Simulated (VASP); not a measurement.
**SrTiC2: structure and properties in VASP**

What structure does SrTiC2 take at this level, and what are its properties? The steps: rough relaxation of the start cell, full relaxation (RPBE + D4), second relaxation, density, ELF and potential (RPBE + D4), band structure (RPBE + D4), total and projected DOS (RPBE + D4), electric field gradients (RPBE + D4), optical spectrum (RPBE + D4) and band structure (RPBE + D4 + SOC). The cell is invented: other elements were put on sites of a known structure type. It may not be a known or stable phase. The atoms of the start are displaced at random from the sites of a P4/mmm cell.

Method: RPBE with D4; plane waves and PAW (Sr_sv, Ti_sv, C), in the first sound run; inputs show where later runs differ, in VASP 6.6.1.

## 1. The structure

Before any relaxation, the start is as follows. Symmetry: P1, No. 1, triclinic system. Conventional cell: a = 3.693 Å, b = 3.693 Å, c = 5.008 Å, α = 90.00°, β = 90.00°, γ = 90.00°. Sr has 6 C at 2.49 to 2.63 Å nearest. Ti has 6 C at 2.50 to 2.63 Å nearest. Nearest to C lie 2 Ti at 2.50 to 2.51 Å and 4 Sr at 2.59 to 2.63 Å. Nearest to C lie 2 Sr at 2.49 to 2.51 Å and 4 Ti at 2.59 to 2.63 Å. Farther neighbours are not listed.

Structure file:

```cif
data_structure
_symmetry_space_group_name_H-M 'P 1'
_symmetry_Int_Tables_number 1
_cell_length_a 3.6931
_cell_length_b 3.6931
_cell_length_c 5.0075
_cell_angle_alpha 90.000
_cell_angle_beta 90.000
_cell_angle_gamma 90.000
_cell_volume 68.30
loop_
_atom_site_label
_atom_site_type_symbol
_atom_site_fract_x
_atom_site_fract_y
_atom_site_fract_z
_atom_site_occupancy
Sr1 Sr 0.50229 0.49467 0.50118 1
Ti2 Ti 0.00267 0.99733 0.00054 1
C3 C 0.99774 0.99255 0.50092 1
C4 C 0.49876 0.49493 0.99933 1
```

## 2. Rough relaxation of the start cell

The start is only an estimate, so a cheap relaxation brings it near a minimum before any careful run. RPBE by itself binds more weakly than PBE and expands cells. A dispersion term adds the long-range attraction that semilocal functionals lack. D4 lets the coefficients depend on atomic charges too.

File INCAR:

```
SYSTEM = SrTiC2
PREC = Normal
ENCUT = 520
EDIFF = 1E-05
NELM = 60
ISMEAR = 0
SIGMA = 0.05
LREAL = .FALSE.
ALGO = Fast
GGA = RP
IVDW = 13
NBANDS = 21
LORBIT = 11
LWAVE = .FALSE.
LCHARG = .FALSE.
KPAR = 2
IBRION = 2
NSW = 40
ISIF = 3
EDIFFG = -0.04
```

File POSCAR:

```
SrTiC2
1.0
    3.6930810400      0.0000000000      0.0000000000
    0.0000000000      3.6930810400      0.0000000000
    0.0000000000      0.0000000000      5.0075477400
Sr Ti C
1 1 2
Direct
    0.5022940000      0.4946650000      0.5011750000
    0.0026680000     -0.0026720000      0.0005400000
   -0.0022560000     -0.0074470000      0.5009230000
    0.4987590000      0.4949330000     -0.0006720000
```

File KPOINTS:

```
Automatic mesh
0
Gamma
5 5 3
0 0 0
```

The projector-augmented-wave data sets are Sr_sv, Ti_sv and C (PBE family, release 64).

The run is started by

```bash
$ mpirun -np 2 vasp_std
```

What it wrote:

```text
[banner, memory and clock lines left out]
running    2 mpi-ranks, on    1 nodes
[...]
|                                                                             |
|               ----> ADVICE to this user running VASP <----                  |
|                                                                             |
|     You enforced a specific xc type in the INCAR file but a different       |
|     [... a line on the potential file left out ...]
|     I HOPE YOU KNOW WHAT YOU ARE DOING!                                     |
|                                                                             |

 LDA part: xc-table for (Slater+PW92), standard interpolation
 POSCAR, INCAR and KPOINTS ok, starting setup
[...]
entering main loop
       N       E                     dE             d eps       ncg     rms          rms(c)
DAV:   1     0.261193554493E+03    0.26119E+03   -0.14586E+04  1596   0.144E+03
DAV:   2    -0.414920730412E+01   -0.26534E+03   -0.25426E+03  1716   0.393E+02
DAV:   3    -0.304506003987E+02   -0.26301E+02   -0.25569E+02  2775   0.108E+02
DAV:   4    -0.314127938494E+02   -0.96219E+00   -0.95455E+00  2050   0.184E+01
[...]
RMM:  45    -0.222777490379E+02   -0.71319E-05   -0.10979E-04  1316   0.526E-02    0.102E-02
RMM:  46    -0.222777584399E+02   -0.94020E-05   -0.13021E-04  1297   0.513E-02    0.933E-03
RMM:  47    -0.222777644922E+02   -0.60523E-05   -0.95963E-05  1313   0.509E-02
   1 F= -.23708267E+02 E0= -.23703497E+02  d E =-.237083E+02
[... from here on, the cycles between the ionic steps are left out ...]
   2 F= -.24184387E+02 E0= -.24181634E+02  d E =-.476120E+00
   4 F= -.24219593E+02 E0= -.24216524E+02  d E =-.343633E-01
[...]
WARNING in EDDRMM: call to ZHEGV failed, returncode =   6  3     14
   7 F= -.24270207E+02 E0= -.24266612E+02  d E =-.270787E-02
[...]
WARNING in EDDRMM: call to ZHEGV failed, returncode =   6  3      7
  10 F= -.24274983E+02 E0= -.24271279E+02  d E =-.748431E-02
  13 F= -.24276626E+02 E0= -.24273085E+02  d E =-.573740E-03
  16 F= -.24301553E+02 E0= -.24298316E+02  d E =-.255012E-01
[...]
WARNING in EDDRMM: call to ZHEGV failed, returncode =   6  3      4
  19 F= -.22735000E+02 E0= -.22733328E+02  d E =0.154105E+01
[...]
WARNING in EDDRMM: call to ZHEGV failed, returncode =   6  3      6
[...]
|     The electronic self-consistency was not achieved in the given           |
[...]
WARNING in EDDRMM: call to ZHEGV failed, returncode =   8  4      9
  22 F= -.24532013E+02 E0= -.24530632E+02  d E =-.255961E+00
  25 F= -.24727983E+02 E0= -.24726578E+02  d E =-.195970E+00
[...]
WARNING in EDDRMM: call to ZHEGV failed, returncode =   6  3      8
  28 F= -.24960999E+02 E0= -.24959664E+02  d E =-.167134E+00
[...]
WARNING in EDDRMM: call to ZHEGV failed, returncode =   6  3      8
  31 F= -.25224529E+02 E0= -.25223194E+02  d E =-.161954E+00
[...]
WARNING in EDDRMM: call to ZHEGV failed, returncode =   6  3     15
  34 F= -.25329766E+02 E0= -.25328978E+02  d E =-.925205E-01
  37 F= -.25346863E+02 E0= -.25346108E+02  d E =-.164352E-01
[...]
hard stop encountered!  aborting job ...
[...]
|     The electronic self-consistency was not achieved in the given           |
[...]
soft stop encountered!  aborting job ...
  38 F= -.25384790E+02 E0= -.25384191E+02  d E =-.119897E-02
 deleting file STOPCAR
```

The job ended after 17 min (2 MPI ranks of AMD EPYC 7R43, shared host; peak memory 0.35 GiB).

Lines that name or quote the potential files are left out of all logs, and their timing lines are given in words.

The run was stopped at its time limit, by a STOPCAR file.

By then 37 ionic steps had been finished.

The next step goes on from the cell that it reached.

## 3. Full relaxation (RPBE + D4)

Properties are meant for the cell that this level of theory prefers, so cell and atoms are relaxed first (ISIF = 3) until forces and stress are small; EDIFFG sets the threshold.

File INCAR:

```
SYSTEM = SrTiC2
PREC = Accurate
ENCUT = 520
EDIFF = 1E-06
NELM = 100
ISMEAR = 0
SIGMA = 0.05
LREAL = .FALSE.
ALGO = Normal
GGA = RP
IVDW = 13
NBANDS = 21
LORBIT = 11
LWAVE = .FALSE.
LCHARG = .FALSE.
KPAR = 2
IBRION = 2
NSW = 60
ISIF = 3
EDIFFG = -0.01
```

File POSCAR:

```
SrTiC2
1.0
    3.8565308438     -0.0170209131     -0.0727180659
   -0.0143570566      3.7083250839     -0.0384825652
   -0.1026565906     -0.0494925867      4.6895058090
Sr Ti C
1 1 2
Direct
    0.5657279069      0.5041877388      0.4849195066
    0.0703903311      0.9868041293      0.9730343383
    0.0661426466      0.0056381419      0.5666557658
    0.2992041154      0.4828489900      0.9773563893
```

File KPOINTS:

```
Automatic mesh
0
Gamma
6 6 5
0 0 0
```

The run is started by

```bash
$ mpirun -np 2 vasp_std
```

What it wrote:

```text
[banner, memory and clock lines left out]
running    2 mpi-ranks, on    1 nodes
 distrk:  each k-point on    1 cores,    2 groups
 distr:  one band on    1 cores,    1 groups

 POSCAR found type information on POSCAR SrTiC
 POSCAR found :  3 types and       4 ions
 [... a notice as in an earlier step ...]

 LDA part: xc-table for (Slater+PW92), standard interpolation
 POSCAR, INCAR and KPOINTS ok, starting setup
 FFT: planning ... GRIDC
 FFT: planning ... GRID_SOFT
 FFT: planning ... GRID
 WAVECAR not read
 entering main loop
       N       E                     dE             d eps       ncg     rms          rms(c)
DAV:   1     0.263112733369E+03    0.26311E+03   -0.13844E+04  3864   0.144E+03
DAV:   2     0.108696735218E+01   -0.26203E+03   -0.25054E+03  4004   0.399E+02
DAV:   3    -0.293843930212E+02   -0.30471E+02   -0.29805E+02  7007   0.111E+02
DAV:   4    -0.305571546892E+02   -0.11728E+01   -0.11682E+01  4712   0.213E+01
DAV:   5    -0.306208051987E+02   -0.63651E-01   -0.63637E-01  6037   0.469E+00    0.281E+01
DAV:   6    -0.252918239181E+02    0.53290E+01   -0.44313E+01  5135   0.508E+01    0.154E+01
DAV:   7    -0.246448455762E+02    0.64698E+00   -0.27228E+01  5195   0.409E+01    0.163E+01
DAV:   8    -0.239582061860E+02    0.68664E+00   -0.18820E+00  4518   0.117E+01    0.695E+00
DAV:   9    -0.239317625279E+02    0.26444E-01   -0.10680E+00  6036   0.780E+00    0.210E+00
DAV:  10    -0.238925492191E+02    0.39213E-01   -0.16190E-01  5104   0.331E+00    0.698E-01
DAV:  11    -0.238926038263E+02   -0.54607E-04   -0.12287E-02  5553   0.776E-01    0.316E-01
DAV:  12    -0.238930114514E+02   -0.40763E-03   -0.38246E-03  6082   0.346E-01    0.194E-01
DAV:  13    -0.238927192902E+02    0.29216E-03   -0.20463E-03  5304   0.384E-01    0.697E-02
DAV:  14    -0.238927068725E+02    0.12418E-04   -0.96363E-05  4392   0.884E-02    0.388E-02
DAV:  15    -0.238926927777E+02    0.14095E-04   -0.43146E-05  5600   0.457E-02    0.793E-03
DAV:  16    -0.238926929306E+02   -0.15295E-06   -0.31773E-06  3800   0.148E-02
   1 F= -.25377125E+02 E0= -.25376039E+02  d E =-.253771E+02
 curvature:   0.00 expect dE= 0.000E+00 dE for cont linesearch  0.000E+00
 trial: gam= 0.00000 g(F)=  0.438E-01 g(S)=  0.317E-02 ort = 0.000E+00 (trialstep = 0.100E+01)
 search vector abs. value=  0.470E-01
 bond charge predicted
       N       E                     dE             d eps       ncg     rms          rms(c)
DAV:   1    -0.239003461791E+02   -0.76534E-02   -0.62354E+00  4324   0.342E+01    0.163E+00
DAV:   2    -0.239351437263E+02   -0.34798E-01   -0.67134E-01  4457   0.702E+00    0.126E+00
DAV:   3    -0.239145984083E+02    0.20545E-01   -0.87255E-02  4873   0.280E+00    0.494E-01
DAV:   4    -0.239118462020E+02    0.27522E-02   -0.13722E-02  5362   0.101E+00    0.180E-01
DAV:   5    -0.239119697756E+02   -0.12357E-03   -0.38584E-03  5866   0.319E-01    0.152E-01
DAV:   6    -0.239120178504E+02   -0.48075E-04   -0.57259E-04  6011   0.129E-01    0.108E-01
DAV:   7    -0.239121224292E+02   -0.10458E-03   -0.11623E-04  6015   0.814E-02    0.467E-02
DAV:   8    -0.239121592338E+02   -0.36805E-04   -0.67837E-05  5501   0.454E-02    0.972E-03
DAV:   9    -0.239121603011E+02   -0.10673E-05   -0.38996E-06  4257   0.142E-02    0.497E-03
DAV:  10    -0.239121608327E+02   -0.53162E-06   -0.58483E-07  2302   0.811E-03
   2 F= -.25402806E+02 E0= -.25401949E+02  d E =-.256814E-01
[... from here on, the cycles between the ionic steps are left out ...]
   3 F= -.25403093E+02 E0= -.25402266E+02  d E =-.259683E-01
   4 F= -.25427368E+02 E0= -.25426342E+02  d E =-.242748E-01
   5 F= -.25492177E+02 E0= -.25491215E+02  d E =-.890836E-01
   6 F= -.25543304E+02 E0= -.25542337E+02  d E =-.140211E+00
   7 F= -.25548004E+02 E0= -.25547062E+02  d E =-.144910E+00
   8 F= -.25559554E+02 E0= -.25558603E+02  d E =-.115500E-01
   9 F= -.25588143E+02 E0= -.25587214E+02  d E =-.401388E-01
  10 F= -.25607581E+02 E0= -.25606320E+02  d E =-.595771E-01
  11 F= -.25632701E+02 E0= -.25631398E+02  d E =-.251197E-01
  12 F= -.25681969E+02 E0= -.25680602E+02  d E =-.743878E-01
  13 F= -.25676194E+02 E0= -.25674919E+02  d E =-.686134E-01
  14 F= -.25695483E+02 E0= -.25694146E+02  d E =-.879024E-01
  15 F= -.25706134E+02 E0= -.25704818E+02  d E =-.106510E-01
  16 F= -.25724192E+02 E0= -.25723009E+02  d E =-.287089E-01
  17 F= -.25725556E+02 E0= -.25724421E+02  d E =-.300731E-01
  18 F= -.25731810E+02 E0= -.25730659E+02  d E =-.625404E-02
  19 F= -.25733778E+02 E0= -.25732562E+02  d E =-.822131E-02
  20 F= -.25735334E+02 E0= -.25734092E+02  d E =-.155577E-02
  21 F= -.25738662E+02 E0= -.25737412E+02  d E =-.488463E-02
  22 F= -.25737892E+02 E0= -.25737385E+02  d E =-.411391E-02
  23 F= -.25739776E+02 E0= -.25738784E+02  d E =-.599813E-02
  24 F= -.25740793E+02 E0= -.25739930E+02  d E =-.101692E-02
  25 F= -.25743385E+02 E0= -.25742815E+02  d E =-.360918E-02
  26 F= -.25745357E+02 E0= -.25744922E+02  d E =-.558106E-02
  27 F= -.25747653E+02 E0= -.25747219E+02  d E =-.229612E-02
  28 F= -.25750626E+02 E0= -.25750177E+02  d E =-.526957E-02
  29 F= -.25752865E+02 E0= -.25752390E+02  d E =-.223821E-02
  30 F= -.25753757E+02 E0= -.25753187E+02  d E =-.313072E-02
  31 F= -.25754491E+02 E0= -.25753865E+02  d E =-.733587E-03
  32 F= -.25755433E+02 E0= -.25754689E+02  d E =-.167609E-02
  33 F= -.25755790E+02 E0= -.25755022E+02  d E =-.356540E-03
  34 F= -.25755804E+02 E0= -.25755026E+02  d E =-.370525E-03
  35 F= -.25756119E+02 E0= -.25755308E+02  d E =-.314778E-03
  36 F= -.25756296E+02 E0= -.25755382E+02  d E =-.492675E-03
  37 F= -.25756609E+02 E0= -.25755624E+02  d E =-.312454E-03
  38 F= -.25756648E+02 E0= -.25755634E+02  d E =-.351212E-03
  39 F= -.25756833E+02 E0= -.25755788E+02  d E =-.185769E-03
  40 F= -.25757016E+02 E0= -.25755934E+02  d E =-.368349E-03
  41 F= -.25757150E+02 E0= -.25756070E+02  d E =-.134407E-03
  42 F= -.25757199E+02 E0= -.25756134E+02  d E =-.183008E-03
  43 F= -.25757314E+02 E0= -.25756264E+02  d E =-.115219E-03
  44 F= -.25757336E+02 E0= -.25756312E+02  d E =-.137265E-03
  45 F= -.25757341E+02 E0= -.25756312E+02  d E =-.142428E-03
  46 F= -.25757338E+02 E0= -.25756298E+02  d E =-.139290E-03
  47 F= -.25757344E+02 E0= -.25756308E+02  d E =-.144739E-03
  48 F= -.25757344E+02 E0= -.25756311E+02  d E =-.144815E-03
 curvature:  -4.49 expect dE=-0.225E-03 dE for cont linesearch -0.111E-09
 trial: gam= 0.27185 g(F)=  0.263E-04 g(S)=  0.239E-04 ort = 0.118E-06 (trialstep = 0.105E+01)
 search vector abs. value=  0.918E-04
 bond charge predicted
       N       E                     dE             d eps       ncg     rms          rms(c)
DAV:   1    -0.243776162609E+02    0.12070E-03   -0.11137E-02  4564   0.175E+00    0.618E-02
DAV:   2    -0.243777019412E+02   -0.85680E-04   -0.14145E-03  3899   0.288E-01    0.344E-02
DAV:   3    -0.243776878175E+02    0.14124E-04   -0.56919E-05  5461   0.645E-02    0.161E-02
DAV:   4    -0.243776843999E+02    0.34177E-05   -0.15750E-05  4936   0.351E-02    0.801E-03
DAV:   5    -0.243776840454E+02    0.35446E-06   -0.25272E-06  4193   0.151E-02
  49 F= -.25757379E+02 E0= -.25756356E+02  d E =-.353186E-04
 trial-energy change:   -0.000035  1 .order   -0.000037   -0.000053   -0.000021
 step:   1.7559(harm=  1.7559)  dis= 0.00222  next Energy=   -25.757388 (dE=-0.441E-04)
 reached required accuracy - stopping structural energy minimisation
```

Wall time 28 min (2 MPI ranks); peak memory 0.51 GiB.

From OUTCAR (step 3):

```text
ion  position               nearest neighbor table
   1  0.566  0.504  0.485-   4 2.55   4 2.57   3 2.68   3 2.70   3 2.71   3 2.72   2 3.41   2 3.51
                             2 3.53   2 3.53   2 3.55   4 3.58   2 3.61   2 3.64   2 3.67
   2  0.070  0.987  0.973-   3 1.91   4 2.03   4 2.07   1 3.41   1 3.51   1 3.53   1 3.53   1 3.55
                             1 3.61   1 3.64   1 3.67
   3  0.066  0.006  0.567-   2 1.91   1 2.68   1 2.70   1 2.71   1 2.72
   4  0.299  0.483  0.977-   2 2.03   2 2.07   1 2.55   1 2.57   1 3.58

  LATTYP: Found a triclinic cell.
 ALAT       =     3.8572539167
 B/A-ratio  =     1.3816051217
 C/A-ratio  =     1.8353949587
 COS(alpha) =     0.0007011446
 COS(beta)  =     0.5221238221
 COS(gamma) =     0.7181678361

 Subroutine GETGRP returns: Found  1 space group operations
 (whereof  1 operations were pure point group operations)

The static configuration has the point symmetry C_1 .

 Found     92 irreducible k-points:

   k-points           NKPTS =     92   k-points in BZ     NKDIM =     92   number of bands    NBANDS=     21

   dimension x,y,z NGX =    30 NGY =   28 NGZ =   36
   dimension x,y,z NGXF=    60 NGYF=   56 NGZF=   72

   ENCUT  =  520.0 eV  38.22 Ry    6.18 a.u.   7.17  6.90  8.72*2*pi/ulx,y,z

   NELECT =      30.0000    total number of electrons

 k-points in reciprocal lattice and weights: Automatic mesh
   0.00000000  0.00000000  0.00000000       0.006
   0.16666667  0.00000000  0.00000000       0.011
   0.33333333 -0.00000000 -0.00000000       0.011
   0.50000000  0.00000000 -0.00000000       0.006
   0.00000000  0.16666667  0.00000000       0.011
   0.16666667  0.16666667  0.00000000       0.011
   0.33333333  0.16666667  0.00000000       0.011
   0.50000000  0.16666667  0.00000000       0.011
  -0.33333333  0.16666667  0.00000000       0.011
[...]
-0.33333333 -0.16666667  0.40000000       0.011
  -0.16666667 -0.16666667  0.40000000       0.011

 average (electrostatic) potential at core
       1 -35.8839       2 -76.5728       3 -50.2001       4 -50.1896

 E-fermi :   3.9375

 k-point     1 :       0.0000    0.0000    0.0000
  band No.  band energies     occupation
    ...
     10      -4.3832      2.00000
     11       2.3226      2.00000
     12       2.9327      2.00000
     13       2.9530      2.00000
     14       3.2240      2.00000
     15       3.9641      0.45183
     16       3.9842      0.18640
     17       5.5963      0.00000
     18       5.8572      0.00000
     19       7.6448      0.00000
    ...

 k-point     2 :       0.1667    0.0000    0.0000
  band No.  band energies     occupation
    ...
     11       1.9138      2.00000
     12       2.7870      2.00000
     13       2.7994      2.00000
     14       3.1850      2.00000
     15       3.9564      0.59299
     16       3.9663      0.41585
     17       5.6359      0.00000
     18       5.7147      0.00000
     19       7.6549      0.00000
     20       7.7109      0.00000
    ...

 k-point     3 :       0.3333   -0.0000   -0.0000
  band No.  band energies     occupation
    ...
     12       2.5202      2.00000
     13       2.5265      2.00000
     14       2.8606      2.00000
     15       3.9210      1.35975
     16       3.9369      1.01317
     17       5.7184      0.00000
     18       5.9579      0.00000
     19       7.6781      0.00000
     20       7.7435      0.00000
     21       8.3589      0.00000

  DFT-D4 for vdW energy calculation

  Edisp (eV):   -1.37970

  Total       0.01328     0.00197    -0.00034    -0.01739     0.00488     0.00739
  in kB       0.31093     0.04624    -0.00803    -0.40713     0.11426     0.17307
  external pressure =        0.12 kB  Pullay stress =        0.00 kB

  energy-cutoff  :      520.00
  volume of cell :       68.43
      direct lattice vectors                 reciprocal lattice vectors
     4.191051141  0.001193820  0.011578728     0.238601289 -0.000034814  0.000849544
     0.000558261  4.046323652  0.009024116    -0.000073209  0.247135657  0.001018071
    -0.014369418 -0.016626713  4.035084697    -0.000684506 -0.000552598  0.247821558

 POSITION                                       TOTAL-FORCE (eV/Angst)
 -----------------------------------------------------------------------------------
      2.61791      1.99445      2.03181        -0.004791      0.004308     -0.000707
      0.53094      4.02596      0.01236         0.003134     -0.001995      0.001551
      0.09236      4.01701      2.02874        -0.000419     -0.000323     -0.002407
      0.94325      2.00306      0.00859         0.002077     -0.001991      0.001563
 -----------------------------------------------------------------------------------
    total drift:                               -0.000548      0.000617     -0.000073

  FREE ENERGIE OF THE ION-ELECTRON SYSTEM (eV)
  ---------------------------------------------------
  free  energy   TOTEN  =       -25.7573791954 eV

  energy  without entropy=      -25.7553322420  energy(sigma->0) =      -25.75635572

 reached required accuracy - stopping structural energy minimisation

 total charge
# of ion       s       p       d       tot
------------------------------------------
    1        2.020   5.825   0.271   8.116
    2        2.230   6.225   1.931  10.385
    3        0.942   1.340   0.000   2.281
    4        0.941   1.339   0.000   2.280
--------------------------------------------------
tot          6.132  14.729   2.202  23.063

[... 3 further parts left out ...]
```

The k-mesh is coarse for a metal. The PAW data sets were made with PBE, which is usual practice but a small mismatch for other functionals. Dispersion corrections of this kind ignore metallic screening and tend to overbind metals.

(Continued in part 2 of 5.)

[Lines on the potential files, build, host, timing and source positions are cut from VASP's logs without a mark.]

[Logs are printed without paths, hosts, clocks, repeated set-up lines and the standing remarks that a program may print on its own settings, such as how far it seeks lower states.]

[Hosts, paths, dates, database ids (printed as entryN), source tags and the programs' standing remarks are cut or masked in the printed files.]

[A measured line is paired with the nearest computed mode of its activity, which favours agreement.]

[In band tables of VASP the shares of atoms and orbitals are scaled to a sum of 1 inside the atoms' spheres.]
